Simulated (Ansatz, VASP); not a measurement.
**Cross-check of CdS (CdS (P6_3mc)) between VASP and Ansatz**

One calculation is typed for both programs; each brings its own data sets. How far apart do they land? The cell is taken from a series of runs on this material, whose earlier steps may have relaxed, scaled, displaced or heated it; both programs get it as it stands.

Method: plane waves, with VASP 6.6.1 beside it; relaxation of cell and atoms at r2SCAN, in Ansatz 0.2.0.

## 1. Starting point

It takes space group P6_3mc (No. 186, hexagonal). Conventional cell: a = 4.169 Å, b = 4.169 Å, c = 6.780 Å, α = 90.00°, β = 90.00°, γ = 120.00°. Nearest to Cd lie 4 S at 2.55 Å. Nearest to S lie 4 Cd at 2.55 Å. Farther neighbours and most contacts between anions are not listed.

As a file:

```xyz
4
Lattice="4.1688 0.0000 0.0000 -2.0844 3.6103 0.0000 0.0000 0.0000 6.7796" Properties=species:S:1:pos:R:3 pbc="T T T"
Cd    2.0844    1.2034    3.3913
Cd    0.0000    2.4069    0.0015
S     2.0844    1.2034    5.9442
S     0.0000    2.4069    2.5544
```

## 2. VASP: relaxation of cell and atoms, r2SCAN

The relaxed volume is the usual yardstick between codes: in a stiff, nearly cubic crystal its relative difference is about their pressure difference at one cell divided by the bulk modulus.

Lines of VASP's logs that name or quote its potential files are left out, and so is its time.

File INCAR:

```
SYSTEM = CdS
PREC = Accurate
ENCUT = 550
EDIFF = 1E-07
NELM = 120
ISMEAR = 0
SIGMA = 0.01
LREAL = .FALSE.
ALGO = Normal
METAGGA = R2SCAN
LASPH = .TRUE.
NBANDS = 24
LORBIT = 11
LWAVE = .FALSE.
LCHARG = .FALSE.
ISIF = 3
IBRION = 2
NSW = 80
EDIFFG = -0.005
GGA_COMPAT = .FALSE.
NELMIN = 4
EFERMI = MIDGAP
LMIXTAU = .TRUE.
KPAR = 2
```

File POSCAR:

```
CdS
1.0
    4.1688380000      0.0000000000      0.0000000000
   -2.0844190000      3.6103200000      0.0000000000
    0.0000000000      0.0000000000      6.7796170000
Cd S
2 2
Direct
    0.6666666667      0.3333333333      0.5002244227
    0.3333333333      0.6666666667      0.0002243490
    0.6666666667      0.3333333333      0.8767756350
    0.3333333333      0.6666666667      0.3767757087
```

File KPOINTS:

```
Automatic mesh
0
Gamma
8 8 4
0 0 0
```

The projector-augmented-wave data sets are Cd and S (PBE family, release 64).

Started as:

```bash
mpirun -np 2 vasp_std
```

Numbers of over 12 decimals in the logs are rounded to 6 here.

Output:

```text
[banner, memory and clock lines left out]
running    2 mpi-ranks, on    1 nodes
 distrk:  each k-point on    1 cores,    2 groups
 distr:  one band on    1 cores,    1 groups

 POSCAR found type information on POSCAR CdS
 POSCAR found :  2 types and       4 ions
|                                                                             |
|               ----> ADVICE to this user running VASP <----                  |
|                                                                             |
|     You enforced a specific xc type in the INCAR file but a different       |
|     [... a line on the potential file left out ...]
|     I HOPE YOU KNOW WHAT YOU ARE DOING!                                     |
|                                                                             |

 LDA part: xc-table for (None), standard interpolation
 POSCAR, INCAR and KPOINTS ok, starting setup
 FFT: planning ... GRIDC
 FFT: planning ... GRID_SOFT
 FFT: planning ... GRID
 WAVECAR not read
 entering main loop
       N       E                     dE             d eps       ncg     rms          rms(c)
DAV:   1     0.201881033658E+03    0.20188E+03   -0.18453E+04  1440   0.146E+03
DAV:   2    -0.561919604221E+02   -0.25807E+03   -0.25081E+03  1664   0.348E+02
DAV:   3    -0.696332244593E+02   -0.13441E+02   -0.13393E+02  1768   0.811E+01
DAV:   4    -0.697585891638E+02   -0.12536E+00   -0.12533E+00  1688   0.782E+00
DAV:   5    -0.697606929533E+02   -0.21038E-02   -0.21037E-02  1840   0.961E-01    0.104E+01
DAV:   6    -0.626941031557E+02    0.70666E+01   -0.69764E+00  1688   0.349E+01    0.118E+01
DAV:   7    -0.605037033377E+02    0.21904E+01   -0.81387E-01  1440   0.881E+00    0.871E+00
DAV:   8    -0.615413561482E+02   -0.10377E+01   -0.65359E-01  1456   0.794E+00    0.104E+00
DAV:   9    -0.584479160679E+02    0.30934E+01   -0.12791E+00  1480   0.780E+00    0.105E+00
DAV:  10    -0.588510920811E+02   -0.40318E+00   -0.13015E-01  1448   0.274E+00    0.847E-01
DAV:  11    -0.588316221940E+02    0.19470E-01   -0.33428E-03  1856   0.500E-01    0.927E-01
DAV:  12    -0.591173193575E+02   -0.28570E+00   -0.77999E-02  1488   0.176E+00    0.298E-01
DAV:  13    -0.593836180652E+02   -0.26630E+00   -0.18289E-01  1608   0.275E+00    0.383E-01
DAV:  14    -0.593660953005E+02    0.17523E-01   -0.15515E-02  1648   0.103E+00    0.192E-01
[...]
DAV:  21    -0.593828333580E+02   -0.85240E-04   -0.51402E-05  1488   0.696E-02    0.212E-02
DAV:  22    -0.593828471747E+02   -0.13817E-04   -0.10358E-05  1640   0.335E-02    0.867E-03
DAV:  23    -0.593828495829E+02   -0.24082E-05   -0.33649E-06  1576   0.136E-02    0.455E-03
DAV:  24    -0.593828497122E+02   -0.12936E-06   -0.31392E-07  1400   0.487E-03    0.385E-03
DAV:  25    -0.593828502349E+02   -0.52264E-06   -0.87890E-08  1144   0.318E-03    0.948E-04
DAV:  26    -0.593828500618E+02    0.17301E-06   -0.49396E-08   904   0.186E-03    0.529E-04
DAV:  27    -0.593828501778E+02   -0.11593E-06   -0.10443E-08   816   0.850E-04    0.316E-04
DAV:  28    -0.593828501729E+02    0.49017E-08   -0.21266E-09   792   0.322E-04
   1 F= -.59382850E+02 E0= -.59382850E+02  d E =-.593829E+02
 curvature:   0.00 expect dE= 0.000E+00 dE for cont linesearch  0.000E+00
 trial: gam= 0.00000 g(F)=  0.558E-05 g(S)=  0.895E-05 ort = 0.000E+00 (trialstep = 0.100E+01)
 search vector abs. value=  0.145E-04
 bond charge predicted
       N       E                     dE             d eps       ncg     rms          rms(c)
DAV:   1    -0.593829508184E+02   -0.10064E-03   -0.38754E-03  1472   0.560E-01    0.813E-02
DAV:   2    -0.593828634833E+02    0.87335E-04   -0.31621E-04  1664   0.202E-01    0.289E-02
DAV:   3    -0.593828592312E+02    0.42521E-05   -0.22077E-05  1480   0.439E-02    0.247E-02
DAV:   4    -0.593828455929E+02    0.13638E-04   -0.14421E-05  1456   0.294E-02    0.581E-03
DAV:   5    -0.593828492323E+02   -0.36394E-05   -0.15572E-05  1440   0.335E-02    0.262E-03
DAV:   6    -0.593828549128E+02   -0.56805E-05   -0.51674E-06  1456   0.191E-02    0.163E-03
DAV:   7    -0.593828554010E+02   -0.48823E-06   -0.19780E-07  1368   0.375E-03    0.712E-04
DAV:   8    -0.593828554744E+02   -0.73408E-07   -0.16678E-08   824   0.116E-03
   2 F= -.59382855E+02 E0= -.59382855E+02  d E =-.530155E-05
 trial-energy change:   -0.000005  1 .order   -0.000007   -0.000015    0.000001
 step:   0.8731(harm=  0.9359)  dis= 0.00023  next Energy=   -59.382856 (dE=-0.537E-05)
 reached required accuracy - stopping structural energy minimisation
```

Parts of OUTCAR (step 2):

```text
ion  position               nearest neighbor table
   1  0.667  0.333  0.500-   4 2.55   4 2.55   4 2.55   3 2.55
   2  0.333  0.667  0.000-   3 2.55   3 2.55   3 2.55   4 2.55
   3  0.667  0.333  0.877-   2 2.55   2 2.55   2 2.55   1 2.55
   4  0.333  0.667  0.377-   1 2.55   1 2.55   1 2.55   2 2.55

  LATTYP: Found a hexagonal cell.
 ALAT       =     4.1688380000
 C/A-ratio  =     1.6262606031

 Subroutine GETGRP returns: Found 12 space group operations
 (whereof  6 operations were pure point group operations)

The static configuration has the point symmetry C_3v.
 The point group associated with its full space group is C_6v.

 Found     30 irreducible k-points:

   k-points           NKPTS =     30   k-points in BZ     NKDIM =     30   number of bands    NBANDS=     24

   dimension x,y,z NGX =    32 NGY =   32 NGZ =   54
   dimension x,y,z NGXF=    64 NGYF=   64 NGZF=  108

   ENCUT  =  550.0 eV  40.42 Ry    6.36 a.u.   7.97  7.97 12.96*2*pi/ulx,y,z

   NELECT =      36.0000    total number of electrons

 k-points in reciprocal lattice and weights: Automatic mesh
   0.00000000  0.00000000  0.00000000       0.004
   0.12500000 -0.00000000  0.00000000       0.023
   0.25000000 -0.00000000  0.00000000       0.023
   0.37500000  0.00000000  0.00000000       0.023
   0.50000000 -0.00000000  0.00000000       0.012
   0.12500000  0.12500000  0.00000000       0.023
   0.25000000  0.12500000  0.00000000       0.047
   0.37500000  0.12500000  0.00000000       0.047
   0.25000000  0.25000000  0.00000000       0.023
[...]
0.25000000  0.25000000  0.50000000       0.023
   0.37500000  0.25000000  0.50000000       0.023

 average (electrostatic) potential at core
       1 -44.9963       2 -44.9963       3 -92.3512       4 -92.3512

 E-fermi :   1.6132

 k-point     1 :       0.0000    0.0000    0.0000
  band No.  band energies     occupation
    ...
     14       0.0704      2.00000
     15       0.0704      2.00000
     16       0.7661      2.00000
     17       0.8067      2.00000
     18       0.8067      2.00000
     19       2.4197      0.00000
     20       4.0271      0.00000
     21       7.7996      0.00000
     22       7.7996      0.00000
     23       8.1247      0.00000
    ...

 k-point     2 :       0.1250   -0.0000    0.0000
  band No.  band energies     occupation
    ...
     14      -0.5185      2.00000
     15      -0.1159      2.00000
     16       0.0450      2.00000
     17       0.6573      2.00000
     18       0.6998      2.00000
     19       3.1605      0.00000
     20       4.5885      0.00000
     21       7.2519      0.00000
     22       8.0384      0.00000
     23       8.2732      0.00000
    ...

 k-point     3 :       0.2500   -0.0000    0.0000
  band No.  band energies     occupation
    ...
     14      -1.5761      2.00000
     15      -1.0737      2.00000
     16      -0.5205      2.00000
     17       0.3295      2.00000
     18       0.4372      2.00000
     19       4.1737      0.00000
     20       5.2290      0.00000
     21       6.7067      0.00000
     22       7.6407      0.00000
     23       8.3782      0.00000
    ...

  Total       -0.0024508     -0.0024508     -0.0129917      0.0000000      0.0000000      0.0000000
  in kB       -0.0384591     -0.0384591     -0.2038755      0.0000000      0.0000000      0.0000000
  external PRESSURE =      -0.0935979 kB  Pullay stress =       0.0000000 kB

  energy-cutoff  :      550.00
  volume of cell :      102.10
      direct lattice vectors                 reciprocal lattice vectors
     4.169551960  0.000000000  0.000000000     0.239833922  0.138468165  0.000000000
    -2.084775980  3.610938307  0.000000000    -0.000000000  0.276936329  0.000000000
     0.000000000  0.000000000  6.781122357     0.000000000  0.000000000  0.147468214

 POSITION                                       TOTAL-FORCE (eV/Angst)
 -----------------------------------------------------------------------------------
      2.08478      1.20365      3.39182        -0.000000      0.000000     -0.002630
     -0.00000      2.40729      0.00126         0.000000     -0.000000     -0.002630
      2.08478      1.20365      5.94578        -0.000000     -0.000000      0.002630
     -0.00000      2.40729      2.55522         0.000000      0.000000      0.002630
 -----------------------------------------------------------------------------------
    total drift:                               -0.000000     -0.000000      0.004307

  FREE ENERGIE OF THE ION-ELECTRON SYSTEM (eV)
  ---------------------------------------------------
  free  energy   TOTEN  =       -59.3828554744 eV

  energy  without entropy=      -59.3828554744  energy(sigma->0) =      -59.38285547

 reached required accuracy - stopping structural energy minimisation

 total charge
# of ion       s       p       d       tot
------------------------------------------
    1        0.399   0.303   9.582  10.285
    2        0.399   0.303   9.582  10.285
    3        1.311   2.422   0.000   3.733
    4        1.311   2.422   0.000   3.733
--------------------------------------------------
tot          3.420   5.451  19.165  28.036

[... 3 further parts left out ...]
```

## 3. Ansatz: relaxation of cell and atoms, r2SCAN

Ansatz runs on its PAW soft_1 files.

The same cell, functional and mesh now go to Ansatz.

File input.yaml:

```yaml
crystal:
  lattice:
    - [4.1688381, 0.0, 0.0]
    - [-2.084419, 3.6103197, 0.0]
    - [0.0, 0.0, 6.7796174]
  atoms:
    - { symbol: Cd, position: [0.66666667, 0.33333333, 0.50022437] }
    - { symbol: Cd, position: [0.33333333, 0.66666667, 0.00022437] }
    - { symbol: S, position: [0.66666667, 0.33333333, 0.87677563] }
    - { symbol: S, position: [0.33333333, 0.66666667, 0.37677563] }
basis:
  ecutwfc: 500
  xc_grid: 2
hamiltonian:
  xc: r2scan
  pseudopotentials: { kind: paw, azcp: { folder: soft_1 } }
kpoints:
  mp_grid: { grid: [8, 8, 4] }
scf:
  occupations: { method: fixed }
  max_iter: 100
relax:
  f_tol: 0.005
  max_steps: 60
  cell: {}
output:
  forces: true
  stress: true
checkpoint:
  write: "../cell.run"
  compress: false
  write_wavefunctions: false
  write_every: 100000
```

Started as:

```bash
ansatz run input.yaml --threads 10 --pin off --max-ram 37683MiB --backend cpu --events-out ev --progress --plain --runs-dir out
```

Output:

```text
Engine: ansatz 0.2.0, x86_64-unknown-linux-gnu
Pseudopotentials: kind: paw
Pseudopotential: Cd, paw, valence charge 20, recommended cutoff 500 eV (meta_gga), soft_1/Cd.paw.azcp
Pseudopotential: S, paw, valence charge 6, recommended cutoff 500 eV (meta_gga), soft_1/S.paw.azcp
Functional definition: r2SCAN
  parameter k0 = 0.174
  parameter k1 = 0.065
  parameter a1 = 4.9479
  exchange = r2scan_x(k0 = k0, k1 = k1, a1 = a1)
  correlation = r2scan_c
Crystal: 4 atoms, lattice volume = 102.039 Å³
Basis set: ecut = 500 eV, 2611 PW (Γ), exchange–correlation on 64×64×100 points (8 copies of the dense FFT grid, shifted against one another)
Bands: 32, of which v1, the nominal top of the filled ones, is band 26 counted from 1 (25 counted from 0)
Symmetry: 12 space group operations
Space group: P63mc (ITA 186), of the structure as read, at distance tolerance 4.7e-5 Å
k-points: 30 of 256 (time reversal used)
Non-local potential: Cd, projectors of the file, l = 0: 3, l = 1: 2, l = 2: 2, l = 3: 1
Non-local potential: S, projectors of the file, l = 0: 2, l = 1: 2, l = 2: 1
PAW form: soft (Blöchl's): semilocal exchange-correlation on the pseudo side does not see the compensation charge
PAW frozen core: Cd, regenerated for the run's functional (the file was generated under x = pbe(κ = 0.804, μ = 0.219515), c = pbe(β = 0.066725))
PAW frozen core: S, regenerated for the run's functional (the file was generated under x = pbe(κ = 0.804, μ = 0.219515), c = pbe(β = 0.066725))
PAW one-centre angular grid: Cd, 590 points (default); XC on 160 Gauss nodes
PAW one-centre angular grid: S, 302 points (default); XC on 160 Gauss nodes
Initial density: superposition of atomic densities (chi_scale 0.1, normalization cell, long waves kept (reshape's long-wave potential 0.00 eV rms))
Initial wavefunctions: pseudopotential atomic-orbital guess
Functional: x = r2scan, c = r2scan; τ floored in thin density (d = 2e-4 eV/Å³)
iter 1 solved again at ethr=1.51e-3 eV; its pass at ethr=3.10e-3 eV (dr2=7.86e-1 eV) is discarded
SCF iter   1: F=—  HF=-18351.326516 eV  |F-HF|=—  |Δ(HF+E_count)|=         —  Δρ=3.12e-2  dr2=7.79e-1  dr2_τ=3.23e-2  ethr=1.51e-3  ⟨swp⟩=1.0  Hψ=4586  notcnv=0  defer=76
preconditioner: auto → Resta (q_TF=auto, 2.438 Å⁻¹)  ε∞=4.1  [insulator: Δε(μ)=1.699 eV  Ē_g=12.473 eV  n_scr=22 (ndim 8)  ℏωp=22.1 eV  f_vac=0.079  ε∞_Penn≈4.1]
SCF iter   2: F=—  HF=-18351.300829 eV  |F-HF|=—  |Δ(HF+E_count)|=   2.57e-2  Δρ=1.57e-2  dr2=1.98e-1  dr2_τ=1.80e-2  ethr=1.50e-3  ⟨swp⟩=3.0  Hψ=1748  notcnv=0  defer=120
SCF iter   3: F=—  HF=-18351.346891 eV  |F-HF|=—  |Δ(HF+E_count)|=   4.61e-2  Δρ=4.88e-3  dr2=2.14e-2  dr2_τ=4.58e-4  ethr=3.81e-4  ⟨swp⟩=2.0  Hψ=1309  notcnv=0  defer=90
automatic band count: iteration 3 solves 31 bands in place of 32: the levels show a gap, and the empty bands left out lie too high to hold charge; the band table lists the bands solved (type scf.n_extra_bands for more)
SCF iter   4: F=—  HF=-18351.349840 eV  |F-HF|=—  |Δ(HF+E_count)|=   2.95e-3  Δρ=8.90e-4  dr2=8.71e-4  dr2_τ=5.54e-5  ethr=4.11e-5  ⟨swp⟩=2.7  Hψ=1523  notcnv=0  defer=60
automatic band count: iteration 4 solves 30 bands in place of 31: the levels show a gap, and the empty bands left out lie too high to hold charge; the band table lists the bands solved (type scf.n_extra_bands for more)
SCF iter   5: F=—  HF=-18351.350334 eV  |F-HF|=—  |Δ(HF+E_count)|=   4.94e-4  Δρ=2.78e-4  dr2=9.00e-5  dr2_τ=5.24e-6  ethr=1.67e-6  ⟨swp⟩=2.1  Hψ=1485  notcnv=0  defer=60
SCF iter   6: F=—  HF=-18351.350410 eV  |F-HF|=—  |Δ(HF+E_count)|=   7.59e-5  Δρ=4.75e-5  dr2=2.86e-6  dr2_τ=1.01e-7  ethr=1.73e-7  ⟨swp⟩=2.6  Hψ=1426  notcnv=0  defer=57
SCF iter   7: F=—  HF=-18351.350413 eV  |F-HF|=—  |Δ(HF+E_count)|=   2.51e-6  Δρ=9.93e-6  dr2=1.01e-7  dr2_τ=2.76e-9  ethr=5.50e-9  ⟨swp⟩=2.2  Hψ=1392  notcnv=0  defer=57
SCF iter   8: F=-18351.350413 eV  HF=-18351.350413 eV  |F-HF|=5.97e-10  |Δ(HF+E_count)|=   8.66e-8  Δρ=1.91e-6  dr2=4.00e-9  dr2_τ=2.59e-10  ethr=1.92e-10  ⟨swp⟩=4.9  Hψ=3309  notcnv=0
SCF 1 converged in 8 iterations: F = -18351.350413 eV  dr2 = 4.00e-9
  greatest PAW one-centre occupation: 1.002 electrons in one spin orbital (limit 2), on the Cd atom at site 1 (counted from 0), in its partial waves of l = 0
relax step   1: F+E_penalty+E_count = -18351.35041303 eV  Δ(F+E_penalty+E_count) = +0.000e0 eV  max|allowed force component| = 6.350e-3 eV/Å  Δτ_max = 0.0000 Å  P = -0.224 GPa  Ω = 102.039 Å³  (8 SCF iters, dr2 threshold 1.00e-7 eV, accepted)
[...]
relax step   2: F+E_penalty+E_count = -18351.35085433 eV  Δ(F+E_penalty+E_count) = -4.413e-4 eV  max|allowed force component| = 3.066e-3 eV/Å  Δτ_max = 0.0008 Å  P = +0.026 GPa  Ω = 101.615 Å³  energy of the carried Pulay correction = +1.647e-4 eV  (6 SCF iters, dr2 threshold 1.26e-7 eV, accepted)
[...]
relax step   3: F+E_penalty+E_count = -18351.35068850 eV  Δ(F+E_penalty+E_count) = +1.658e-4 eV  max|allowed force component| = 3.066e-3 eV/Å  Δτ_max = 0.0000 Å  P = +0.026 GPa  Ω = 101.615 Å³  stress off target by 3.21e-2 GPa  SCF on the basis re-selected at this cell (its energy is not comparable with the rows above)  (5 SCF iters)
basis re-selected at this cell: Δ(F+E_penalty+E_count) = +1.658e-4 eV, ΔP = -0.000 GPa vs the last step (what re-selecting the basis moved, of the pressure what is left beyond the Pulay correction that the steps carried, after the strain that the cell walked since its last selection, with what the two solves' SCF thresholds leave and, on support functions, any second-order correction that the steps lacked; it is no m [...]
SCF converged after 5 iterations
Free energy (F): -18351.350688 eV
Harris-Foulkes:  -18351.350688 eV  (|F-HF|=7.28e-12)
Internal energy: -18351.350688 eV  (E = F + TS)
E sigma→0 (E₀):  -18351.350688 eV
Fermi energy:    6.310363 eV
--- Per-component energies (eV) ---
  E_band       = -1081.476266
  E_kinetic    = 1091.378477
  E_local      = -8163.551154  (includes V_loc(G=0)·N_el)
  E_nonlocal   = 311.749095
  E_hartree    = 3715.455540
  E_xc         = -464.763345
  E_vxc        = -610.838856  (∫ρ·V_xc dr)
  E_paw        = -9477.937169  (= ΣΔE_a)
  E_vpaw       = -1179.251744  (= ΣTr[D̂ρ^β])
  E_aug_tail   = 0.000017  (compensation charges beyond the density's cutoff)
  E_vtau       = 38.127088  (kinetic-family band-sum trace: ∫τ·v_τ [+ j·A + Jᵃ·Aᵃ] dr)
  E_ewald      = -5362.333087
  E_core_change = -1.349063  (= ΣΔE_core)
  E_smearing   = -0.000000  (= −TS)
  E_closure    = 0.000000  (closes the sum)
  Σ components = -18351.350688   (vs F -18351.350688, Δ=0.00e0)
--- Forces (eV/Å), atoms counted from 1 ---
  atom   1  Cd     0.00000000    -0.00000000    -0.00382440
  atom   2  Cd    -0.00000000     0.00000000    -0.00382440
  atom   3  S      0.00000000    -0.00000000     0.00230704
  atom   4  S     -0.00000000     0.00000000     0.00230704
  max |Σ_I F_I| component: 3.03e-3 eV/Å
--- Stress (GPa, compression-positive) ---
        0.022416       0.000000       0.000000
        0.000000       0.022416       0.000000
        0.000000       0.000000       0.032087
  P = ⅓ Tr σ = 0.0256 GPa (0.256 kbar)
--- Relaxed structure (2 steps of the walk, 2 accepted, 1 SCFs on fresh bases) ---
  F+E_penalty+E_count = -18351.35068850 eV   max|allowed force component| = 3.066e-3 eV/Å   (the final SCF, on the basis selected at the relaxed cell)
  cell:  # Å, volume = 101.6151 Å³
    - [4.163892, -2.8833264533476824e-8, 0]
    - [-2.081946, 3.606036, 0]
    - [0, 0, 6.767507]
  atoms:
    - { symbol: Cd, position: [0.666667, 0.333333, 0.500105] }
    - { symbol: Cd, position: [0.333333, 0.666667, 0.000105231] }
    - { symbol: S, position: [0.666667, 0.333333, 0.876895] }
    - { symbol: S, position: [0.333333, 0.666667, 0.376895] }
```

## 4. Differences

Known differences besides the potentials themselves: VASP keeps PBE cores, Ansatz makes them for the functional; fixed occupations in Ansatz, narrow Gaussian smearing in VASP; the data sets hold 52 valence electrons in Ansatz (on its PAW soft_1 files) and 36 in VASP; the cutoff is 500 eV in Ansatz and 550 eV in VASP; Ansatz adds a Pulay correction to the stress that steers its cell, VASP none. Total energies have different zeros and are not compared.

Compared:

```csv
quantity,Ansatz,VASP,difference
volume (Å³),101.62,102.10,-0.47 %
"edge a after relaxation, in the typed setting (Å)",4.164,4.170,-0.14 %
"edge c after relaxation, in the typed setting (Å)",6.768,6.781,-0.20 %
```

## 5. Summary of results

| Property | Result |
| --- | --- |
| difference in volume (relaxation of cell and atoms, r2SCAN) | -0.47 % |

In words: The difference in volume is -0.47 % (relaxation of cell and atoms, r2SCAN), within the 1.2 % picked in this series as the mark of a large difference, as far as the stopping tolerances let one tell. The data sets hold unlike numbers of valence electrons (52 in Ansatz and 36 in VASP), so part of the differences comes from the potentials. How closely two codes agree says nothing of how well the functional describes the real material.

[Lines on the potential files, build, host, timing and source positions are cut from VASP's logs without a mark.]

[Logs are printed without paths, hosts, clocks, repeated set-up lines and the standing remarks that a program may print on its own settings, such as how far it seeks lower states.]

[Hosts, paths, dates, database ids (printed as entryN), source tags and the programs' standing remarks are cut or masked in the printed files.]
